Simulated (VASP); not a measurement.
VASP input:

File POSCAR:
```
BP
1
   -0.0000000000     2.0492595141     2.0492595141
    2.0492595141    -0.0000000000     2.0492595141
    2.0492595141     2.0492595141     0.0000000000
B P
1 1
Direct
  0.0000000000   0.0000000000   0.0000000000
  0.5000000000   0.5000000000   0.5000000000
```

KPOINTS:
```
Automatic mesh
0
Gamma
15 15 15
0 0 0
```

INCAR:
```
SYSTEM = BP
PREC = Accurate
ENCUT = 620
EDIFF = 1E-6
NELM = 100
ALGO = Normal
LREAL = .FALSE.
LASPH = .TRUE.
ISMEAR = 1
SIGMA = 0.1
GGA = PS
LWAVE = .FALSE.
LCHARG = .FALSE.
IBRION = 2
ISIF = 3
NSW = 40
EDIFFG = -0.02
PSTRESS = 300
```

POTCAR, in this order: B P (PBE.64 set). Program: vasp_std.

Problem. Translate this PBEsol calculation to Ansatz.

Solution. One equivalent input (not run):
Ansatz 0.2 input:
```yaml
crystal:
  lattice:
    - [0.0000000, 2.0492595, 2.0492595]
    - [2.0492595, 0.0000000, 2.0492595]
    - [2.0492595, 2.0492595, 0.0000000]
  atoms:
    - { symbol: B, position: [0.0000000, 0.0000000, 0.0000000] }
    - { symbol: P, position: [0.5000000, 0.5000000, 0.5000000] }
kpoints:
  mp_grid: { grid: [15, 15, 15] }
hamiltonian:
  xc: pbesol
  pseudopotentials: { kind: paw }
scf:
  occupations: { method: methfessel_paxton, width: 0.1 }
  max_iter: 100
relax:
  max_steps: 40
  f_tol: 0.02
  cell: { p_target: 30 }
output: { forces: true, stress: true, eigenvalues: true }
```
What does not carry over: each code has its own PAW files, so the cut-off isn't converted (ENCUT is set for VASP's; basis.ecutwfc is left out, and Ansatz then takes the one that its files recommend); Ansatz stops its SCF on the density residual and VASP on the energy change (EDIFF).

The structure was generated: BP was put into the rock salt type (Fm-3m), which need not be its known phase. It was relaxed first under an external pressure of 30 GPa.
